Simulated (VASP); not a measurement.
Calculation: PBE GGA, VASP's PBE PAW potentials (set 64) (plane waves; VASP).

VASP ran on this input.

**POSCAR**
```
AuZn
1.0
  3.1860051572   0.0000000000   0.0000000000
  0.0000000000   3.1860051572   0.0000000000
  0.0000000000   0.0000000000   3.1860051572
Zn Au
1 1
Cart
  1.5930025786   1.5930025786   1.5930025786
  0.0000000000   0.0000000000   0.0000000000
```

**INCAR**
```
SYSTEM=AuZn
PREC=Accurate; ENCUT=520; LREAL=.False.
LASPH=.True.
EDIFF=1E-6; NELM=100; ALGO=Normal
LMAXMIX=6
ISMEAR=1; SIGMA=0.1
GGA=PE
IBRION=2; NSW=60; ISIF=3
EDIFFG=-0.01
LWAVE=.False.; LCHARG=.False.
```

KPOINTS:
```
Automatic mesh
0
Gamma
10 10 10
0 0 0
```

POTCAR, in this order: Zn Au (PBE.64 set). Program: vasp_std.

Output of the run:

File OSZICAR:
```
       N       E                     dE             d eps       ncg     rms          rms(c)
DAV:   1     0.126160849685E+03    0.12616E+03   -0.11732E+04  1696   0.197E+03
DAV:   2    -0.104588479949E+01   -0.12721E+03   -0.12346E+03  1785   0.341E+02
DAV:   3    -0.516850599620E+01   -0.41226E+01   -0.41132E+01  1974   0.710E+01
DAV:   4    -0.519379978382E+01   -0.25294E-01   -0.25292E-01  2023   0.484E+00
DAV:   5    -0.519408120970E+01   -0.28143E-03   -0.28142E-03  2016   0.518E-01    0.774E+00
DAV:   6    -0.478182079114E+01    0.41226E+00   -0.14678E+00  1701   0.144E+01    0.500E+00
DAV:   7    -0.475800185294E+01    0.23819E-01   -0.32805E-02  2287   0.401E+00    0.271E+00
DAV:   8    -0.474984514264E+01    0.81567E-02   -0.10440E-02  1961   0.123E+00    0.149E-01
DAV:   9    -0.474987963322E+01   -0.34491E-04   -0.41306E-04  1918   0.238E-01    0.781E-02
DAV:  10    -0.474989158584E+01   -0.11953E-04   -0.50746E-05  2060   0.134E-01    0.174E-02
DAV:  11    -0.474989145695E+01    0.12890E-06   -0.14573E-05  1869   0.973E-02    0.401E-03
DAV:  12    -0.474989139208E+01    0.64870E-07   -0.29168E-07  1036   0.128E-02
   1 F= -.47498914E+01 E0= -.47497873E+01  d E =-.474989E+01
```

**OUTCAR**
```
------------------------ aborting loop because EDIFF is reached ----------------------------------------
  FORCE on cell =-STRESS in cart. coord.  units (eV):
  Direction    XX          YY          ZZ          XY          YZ          ZX
  --------------------------------------------------------------------------------------
  Total       -0.0171317     -0.0171317     -0.0171317      0.0000000     -0.0000000      0.0000000
  in kB       -0.8487318     -0.8487318     -0.8487318      0.0000000     -0.0000000      0.0000000
  external PRESSURE =      -0.8487318 kB  Pullay stress =       0.0000000 kB
  volume of cell :       32.34
      direct lattice vectors                 reciprocal lattice vectors
     3.186005157  0.000000000  0.000000000     0.313872687  0.000000000  0.000000000
     0.000000000  3.186005157  0.000000000     0.000000000  0.313872687  0.000000000
     0.000000000  0.000000000  3.186005157     0.000000000  0.000000000  0.313872687
 POSITION                                       TOTAL-FORCE (eV/Angst)
 -----------------------------------------------------------------------------------
      1.59300      1.59300      1.59300         0.000000      0.000000      0.000000
      0.00000      0.00000      0.00000         0.000000      0.000000      0.000000
 -----------------------------------------------------------------------------------
    total drift:                                0.000000      0.000000     -0.000000
  FREE ENERGIE OF THE ION-ELECTRON SYSTEM (eV)
  ---------------------------------------------------
  free  energy   TOTEN  =        -4.7498913921 eV

  energy  without entropy=       -4.7495792364  energy(sigma->0) =       -4.74978734

 reached required accuracy - stopping structural energy minimisation
```
(Selected blocks of OUTCAR.)

The compound is AuZn in the CsCl type structure. It was relaxed first. The start is the result of an earlier pass. The electron count is odd and the run is not spin-polarised, which forces a metal.
